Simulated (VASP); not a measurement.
**The low-index faces of W**

How do surface energy, work function and relaxation of W depend on the face?

Calculated with VASP 6.6.1; PBE; plane waves and PAW (W).

**1. The structure**

The structure is cubic, space group Im-3m (No. 229). Conventional cell: a = 3.160 Å, b = 3.160 Å, c = 3.160 Å, α = 90.00°, β = 90.00°, γ = 90.00°. W has 8 W at 2.74 Å nearest.

Structure file:

```cif
data_structure
_symmetry_space_group_name_H-M 'P 1'
_symmetry_Int_Tables_number 1
_cell_length_a 2.7366
_cell_length_b 2.7366
_cell_length_c 2.7366
_cell_angle_alpha 109.471
_cell_angle_beta 109.471
_cell_angle_gamma 109.471
_cell_volume 15.78
loop_
_atom_site_label
_atom_site_type_symbol
_atom_site_fract_x
_atom_site_fract_y
_atom_site_fract_z
_atom_site_occupancy
W1 W 0.00000 0.00000 0.00000 1
```

**2. The bulk reference, job relaxation, k-mesh 17×17×17**

The bulk crystal is relaxed first, so that the slabs are cut at this functional's lattice.

INCAR reads:

```
SYSTEM = W
PREC = Accurate
ENCUT = 420
EDIFF = 1E-06
NELM = 120
ISMEAR = 1
SIGMA = 0.15
LREAL = .FALSE.
ALGO = Normal
GGA = PE
NBANDS = 9
LASPH = .TRUE.
LORBIT = 11
LWAVE = .FALSE.
LCHARG = .FALSE.
KPAR = 4
IBRION = 2
NSW = 30
ISIF = 3
EDIFFG = -0.01
POTIM = 0.4
```

POSCAR reads:

```
W
1.0
   -1.5800000000      1.5800000000      1.5800000000
    1.5800000000     -1.5800000000      1.5800000000
    1.5800000000      1.5800000000     -1.5800000000
W
1
Direct
    0.0000000000      0.0000000000      0.0000000000
```

KPOINTS reads:

```
Automatic mesh
0
Gamma
17 17 17
0 0 0
```

The projector-augmented-wave data sets are W (PBE family, release 64).

Command:

```bash
> mpirun -np 4 vasp_std
```

The program printed:

```text
[banner, memory and clock lines left out]
running    4 mpi-ranks, on    1 nodes
 distrk:  each k-point on    1 cores,    4 groups
 distr:  one band on    1 cores,    1 groups

 POSCAR found type information on POSCAR W
 POSCAR found :  1 types and       1 ions
 LDA part: xc-table for (Slater+PW92), standard interpolation
 POSCAR, INCAR and KPOINTS ok, starting setup
 FFT: planning ... GRIDC
 FFT: planning ... GRID_SOFT
 FFT: planning ... GRID
 WAVECAR not read
 entering main loop
       N       E                     dE             d eps       ncg     rms          rms(c)
DAV:   1     0.465199577683E+01    0.46520E+01   -0.26455E+03  2994   0.477E+02
DAV:   2    -0.133464871483E+02   -0.17998E+02   -0.17222E+02  3422   0.119E+02
DAV:   3    -0.136881063775E+02   -0.34162E+00   -0.33860E+00  3434   0.132E+01
DAV:   4    -0.136891257666E+02   -0.10194E-02   -0.10192E-02  3452   0.734E-01
DAV:   5    -0.136891279581E+02   -0.21915E-05   -0.21923E-05  3466   0.312E-02    0.207E+01
DAV:   6    -0.132109703475E+02    0.47816E+00   -0.34074E-01  3302   0.379E+00    0.102E+01
DAV:   7    -0.130200553888E+02    0.19091E+00   -0.42212E-01  3420   0.405E+00    0.331E-01
DAV:   8    -0.130184826724E+02    0.15727E-02   -0.23077E-03  3201   0.365E-01    0.133E-01
DAV:   9    -0.130183116584E+02    0.17101E-03   -0.20141E-04  3544   0.695E-02    0.221E-02
DAV:  10    -0.130183119761E+02   -0.31768E-06   -0.18038E-05  3449   0.303E-02    0.221E-02
DAV:  11    -0.130183106703E+02    0.13058E-05   -0.71513E-07  1822   0.798E-03    0.470E-03
DAV:  12    -0.130183107104E+02   -0.40101E-07   -0.29604E-08  1567   0.204E-03
   1 F= -.13018311E+02 E0= -.13018181E+02  d E =-.130183E+02
 curvature:   0.00 expect dE= 0.000E+00 dE for cont linesearch  0.000E+00
 trial: gam= 0.00000 g(F)=  0.936E-65 g(S)=  0.148E-01 ort = 0.000E+00 (trialstep = 0.100E+01)
 search vector abs. value=  0.148E-01
 bond charge predicted
       N       E                     dE             d eps       ncg     rms          rms(c)
DAV:   1    -0.130178725464E+02    0.43812E-03   -0.57297E-01  2987   0.535E+00    0.228E+00
DAV:   2    -0.130092313322E+02    0.86412E-02   -0.90347E-03  3333   0.713E-01    0.978E-01
DAV:   3    -0.130067626766E+02    0.24687E-02   -0.63386E-03  3697   0.489E-01    0.239E-02
DAV:   4    -0.130067750964E+02   -0.12420E-04   -0.45663E-05  3284   0.439E-02    0.113E-02
DAV:   5    -0.130067884439E+02   -0.13347E-04   -0.37210E-05  3337   0.288E-02    0.370E-03
DAV:   6    -0.130067887629E+02   -0.31906E-06   -0.32766E-07  2086   0.457E-03
   2 F= -.13006789E+02 E0= -.13006772E+02  d E =0.115219E-01
 trial-energy change:    0.011522  1 .order    0.011176   -0.014786    0.037138
 step:   0.2768(harm=  0.2848)  dis= 0.00000  next Energy=   -13.020349 (dE=-0.204E-02)
 bond charge predicted
       N       E                     dE             d eps       ncg     rms          rms(c)
DAV:   1    -0.130260992653E+02   -0.19311E-01   -0.30616E-01  3006   0.399E+00    0.164E+00
DAV:   2    -0.130216319912E+02    0.44673E-02   -0.43516E-03  3355   0.481E-01    0.710E-01
DAV:   3    -0.130202869019E+02    0.13451E-02   -0.34782E-03  3767   0.368E-01    0.163E-02
DAV:   4    -0.130203019371E+02   -0.15035E-04   -0.23020E-05  3268   0.318E-02    0.116E-02
DAV:   5    -0.130203143569E+02   -0.12420E-04   -0.17539E-05  3387   0.203E-02    0.283E-03
DAV:   6    -0.130203144455E+02   -0.88598E-07   -0.17301E-07  1712   0.326E-03
   3 F= -.13020314E+02 E0= -.13020214E+02  d E =-.200374E-02
 curvature:  -0.14 expect dE=-0.602E-07 dE for cont linesearch -0.602E-07
 trial: gam= 0.00000 g(F)=  0.279E-64 g(S)=  0.423E-06 ort =-0.791E-04 (trialstep = 0.855E+00)
 search vector abs. value=  0.423E-06
 reached required accuracy - stopping structural energy minimisation
```

It took 5.2 s on 4 MPI ranks of Intel Xeon 6975P-C (Granite Rapids), shared host; peak memory 0.52 GiB.

The logs omit lines about the potential files and the build; timing stands in the text.

From OUTCAR (step 2):

```text
ion  position               nearest neighbor table
   1  0.000  0.000  0.000-

  LATTYP: Found a body centered cubic cell.
 ALAT       =     3.1600000000

 Subroutine GETGRP returns: Found 48 space group operations
 (whereof 48 operations were pure point group operations)

The static configuration has the point symmetry O_h .

 Found    165 irreducible k-points:

   k-points           NKPTS =    165   k-points in BZ     NKDIM =    165   number of bands    NBANDS=      9

   dimension x,y,z NGX =    18 NGY =   18 NGZ =   18
   dimension x,y,z NGXF=    36 NGYF=   36 NGZF=   36

   ENCUT  =  420.0 eV  30.87 Ry    5.56 a.u.   4.57  4.57  4.57*2*pi/ulx,y,z

   NELECT =       6.0000    total number of electrons

 k-points in reciprocal lattice and weights: Automatic mesh
   0.00000000  0.00000000  0.00000000       0.000
   0.05882353  0.00000000  0.00000000       0.002
   0.11764706  0.00000000  0.00000000       0.002
   0.17647059  0.00000000  0.00000000       0.002
   0.23529412  0.00000000  0.00000000       0.002
   0.29411765  0.00000000  0.00000000       0.002
   0.35294118  0.00000000  0.00000000       0.002
   0.41176471  0.00000000  0.00000000       0.002
   0.47058824  0.00000000  0.00000000       0.002
[...]
-0.47058824 -0.47058824  0.41176471       0.002
  -0.47058824  0.47058824  0.47058824       0.001

 average (electrostatic) potential at core
       1 -38.0151

 E-fermi :   7.7736

 k-point     1 :       0.0000    0.0000    0.0000
  band No.  band energies     occupation
      1      -1.8333      2.00000
      2       6.5031      2.00000
      3       6.5031      2.00000
      4       6.5031      2.00000
      5       9.9529     -0.00000
      6       9.9529     -0.00000
      7      22.9495      0.00000
      8      22.9495      0.00000
      9      22.9495      0.00000

 k-point     2 :       0.0588    0.0000    0.0000
  band No.  band energies     occupation
      1      -1.6711      2.00000
      2       6.4033      2.00000
      3       6.4819      2.00000
      4       6.6641      2.00000
      5       9.7953     -0.00000
      6       9.9555     -0.00000
      7      23.0888      0.00000
      8      23.2326      0.00000
      9      23.3459      0.00000

 k-point     3 :       0.1176    0.0000    0.0000
  band No.  band energies     occupation
      1      -1.2029      2.00000
      2       6.1295      2.00000
      3       6.3855      2.00000
      4       7.1413      2.00000
      5       9.4692     -0.00000
      6       9.9715     -0.00000
      7      23.4207      0.00000
      8      24.0536      0.00000
      9      24.3232      0.00000

  Total       -0.0019115     -0.0019115     -0.0019115      0.0000000      0.0000000      0.0000000
  in kB       -0.1919068     -0.1919068     -0.1919068      0.0000000      0.0000000      0.0000000
  external PRESSURE =      -0.1919068 kB  Pullay stress =       0.0000000 kB

  energy-cutoff  :      420.00
  volume of cell :       15.96
      direct lattice vectors                 reciprocal lattice vectors
    -1.586030819  1.586030819  1.586030819     0.000000000  0.315252386  0.315252386
     1.586030819 -1.586030819  1.586030819     0.315252386  0.000000000  0.315252386
     1.586030819  1.586030819 -1.586030819     0.315252386  0.315252386  0.000000000

 POSITION                                       TOTAL-FORCE (eV/Angst)
 -----------------------------------------------------------------------------------
      0.00000      0.00000      0.00000        -0.000000     -0.000000      0.000000
 -----------------------------------------------------------------------------------
    total drift:                                0.000000      0.000000      0.000000

  FREE ENERGIE OF THE ION-ELECTRON SYSTEM (eV)
  ---------------------------------------------------
  free  energy   TOTEN  =       -13.0203144455 eV

  energy  without entropy=      -13.0200146012  energy(sigma->0) =      -13.02021450

 reached required accuracy - stopping structural energy minimisation

 total charge
# of ion       s       p       d       tot
------------------------------------------
    1        0.674   0.721   4.144   5.539

[... 3 further parts left out ...]
```

The data set W keeps the semicore shell frozen, which is cheaper and a little less accurate. The run keeps the 48 symmetry operations of its start, so it cannot find a distortion of lower symmetry.

The steps of the relaxation:

| step | energy less that of the first step (eV) | largest force (eV/Å) | pressure (GPa) | volume (Å³) |
| --- | --- | --- | --- | --- |
| 1 | 0.0000 | 0.0000 | 3.63 | 15.78 |
| 2 | 0.0115 | 0.0000 | -8.75 | 16.44 |
| 3 | -0.0020 | 0.0000 | -0.02 | 15.96 |

| conventional cell, symmetrised | before | after | change |
| --- | --- | --- | --- |
| a (Å) | 3.160 | 3.172 | +0.4 % |
| b (Å) | 3.160 | 3.172 | +0.4 % |
| c (Å) | 3.160 | 3.172 | +0.4 % |
| volume (Å³/atom) | 15.78 | 15.96 | +1.1 % |

The relaxed structure:

```xyz
1
Lattice="-1.5860 1.5860 1.5860 1.5860 -1.5860 1.5860 1.5860 1.5860 -1.5860" Properties=species:S:1:pos:R:3 pbc="T T T"
W     0.0000    0.0000    0.0000
```

Numbers from this step:

| Item | Value |
| --- | --- |
| electronic cycles | 24 |
| electrons | 6 |
| free energy (TOTEN) | -13.02 eV |
| energy at zero smearing | -13.02 eV |
| Fermi energy | 7.774 eV |
| metallic | yes |

The run ended after 3 ionic steps, 0.002 eV below its first step, once forces and stress met EDIFFG = -0.01.

Energy at zero smearing: -13.02021 eV.

**3. The bulk reference, job self-consistent run, k-mesh 21×21×21**

INCAR reads:

```
SYSTEM = W
PREC = Normal
ENCUT = 320
EDIFF = 1E-06
NELM = 120
ISMEAR = 1
SIGMA = 0.15
LREAL = .FALSE.
ALGO = Fast
GGA = PE
NBANDS = 9
LASPH = .TRUE.
LORBIT = 11
LWAVE = .FALSE.
LCHARG = .FALSE.
KPAR = 4
```

POSCAR reads:

```
W
1.0
   -1.5860308191      1.5860308191      1.5860308191
    1.5860308191     -1.5860308191      1.5860308191
    1.5860308191      1.5860308191     -1.5860308191
W
1
Direct
    0.0000000000      0.0000000000      0.0000000000
```

KPOINTS reads:

```
Automatic mesh
0
Gamma
21 21 21
0 0 0
```

Command:

```bash
> mpirun -np 4 vasp_std
```

The program printed:

```text
[... set-up lines as in an earlier step ...]
 entering main loop
       N       E                     dE             d eps       ncg     rms          rms(c)
DAV:   1    -0.936544708897E+00   -0.93654E+00   -0.22076E+03  5486   0.371E+02
DAV:   2    -0.134749939859E+02   -0.12538E+02   -0.12006E+02  5976   0.964E+01
DAV:   3    -0.137006980308E+02   -0.22570E+00   -0.22442E+00  5998   0.101E+01
DAV:   4    -0.137012334810E+02   -0.53545E-03   -0.53542E-03  5986   0.519E-01
DAV:   5    -0.137012345088E+02   -0.10278E-05   -0.10284E-05  5871   0.212E-02    0.213E+01
RMM:   6    -0.132077004508E+02    0.49353E+00   -0.19191E-01  5158   0.295E+00    0.101E+01
RMM:   7    -0.130126409798E+02    0.19506E+00   -0.29290E-01  5226   0.343E+00    0.346E-01
RMM:   8    -0.130129568622E+02   -0.31588E-03   -0.16245E-02  5471   0.133E+00    0.715E-01
RMM:   9    -0.130132496682E+02   -0.29281E-03   -0.27947E-03  5625   0.368E-01    0.581E-01
RMM:  10    -0.130128378353E+02    0.41183E-03   -0.16418E-03  5305   0.307E-01    0.125E-01
RMM:  11    -0.130128277123E+02    0.10123E-04   -0.87041E-05  5709   0.101E-01    0.120E-01
RMM:  12    -0.130128313752E+02   -0.36630E-05   -0.15539E-05  5706   0.232E-02    0.591E-02
RMM:  13    -0.130128271123E+02    0.42629E-05   -0.35436E-06  5534   0.132E-02    0.300E-02
RMM:  14    -0.130128271900E+02   -0.77702E-07   -0.33030E-07  3419   0.470E-03
   1 F= -.13012827E+02 E0= -.13012504E+02  d E =-.971017E-03
```

Wall time 2.2 s (4 MPI ranks); peak memory 0.44 GiB.

From OUTCAR (step 3):

```text
  LATTYP: Found a body centered cubic cell.
 ALAT       =     3.1720616382

The static configuration has the point symmetry O_h .

 Found    286 irreducible k-points:

   k-points           NKPTS =    286   k-points in BZ     NKDIM =    286   number of bands    NBANDS=      9

   dimension x,y,z NGX =    12 NGY =   12 NGZ =   12
   dimension x,y,z NGXF=    24 NGYF=   24 NGZF=   24

   ENCUT  =  320.0 eV  23.52 Ry    4.85 a.u.   4.01  4.01  4.01*2*pi/ulx,y,z

   NELECT =       6.0000    total number of electrons

 E-fermi :   7.8244

 k-point     1 :       0.0000    0.0000    0.0000
  band No.  band energies     occupation
      1      -1.8344      2.00000
      2       6.5052      2.00000
      3       6.5052      2.00000
      4       6.5052      2.00000
      5       9.9520     -0.00000
      6       9.9520     -0.00000
      7      22.9512      0.00000
      8      22.9512      0.00000
      9      22.9512      0.00000

 k-point     2 :       0.0476    0.0000    0.0000
  band No.  band energies     occupation
      1      -1.7278      2.00000
      2       6.4393      2.00000
      3       6.4920      2.00000
      4       6.6108      2.00000
      5       9.8456     -0.00000
      6       9.9535     -0.00000
      7      23.0439      0.00000
      8      23.1373      0.00000
      9      23.2150      0.00000

  Total       -0.0899007     -0.0899007     -0.0899007      0.0000000      0.0000000      0.0000000
  in kB       -9.0256571     -9.0256571     -9.0256571      0.0000000      0.0000000      0.0000000
  external PRESSURE =      -9.0256571 kB  Pullay stress =       0.0000000 kB

  energy-cutoff  :      320.00
  volume of cell :       15.96
      direct lattice vectors                 reciprocal lattice vectors
    -1.586030819  1.586030819  1.586030819     0.000000000  0.315252386  0.315252386
     1.586030819 -1.586030819  1.586030819     0.315252386  0.000000000  0.315252386
     1.586030819  1.586030819 -1.586030819     0.315252386  0.315252386  0.000000000

 POSITION                                       TOTAL-FORCE (eV/Angst)
 -----------------------------------------------------------------------------------
      0.00000      0.00000      0.00000        -0.000000     -0.000000      0.000000
 -----------------------------------------------------------------------------------
    total drift:                               -0.000000      0.000000     -0.000000

  FREE ENERGIE OF THE ION-ELECTRON SYSTEM (eV)
  ---------------------------------------------------
  free  energy   TOTEN  =       -13.0128271900 eV

  energy  without entropy=      -13.0118561731  energy(sigma->0) =      -13.01250352

 total charge
# of ion       s       p       d       tot
------------------------------------------
    1        0.675   0.719   4.182   5.576

[... 2 parts as in an earlier step ...]

[... 6 further parts left out ...]
```

This step gave:

```
electronic cycles       : 14
free energy (TOTEN)     : -13.01 eV
energy at zero smearing : -13.01 eV
Fermi energy            : 7.824 eV
```

Energy at zero smearing: -13.01250 eV.

The run ends at a pressure of -0.90 GPa.

(Part 1 of 5 ends here.)

[Lines on the potential files, build, host, timing and source positions are cut from VASP's logs without a mark.]

[Logs are printed without paths, hosts, clocks, repeated set-up lines and the standing remarks that a program may print on its own settings, such as how far it seeks lower states.]

[Hosts, paths, dates, database ids (printed as entryN), source tags and the programs' standing remarks are cut or masked in the printed files.]

[Runs that stopped without an error message from VASP are left out.]
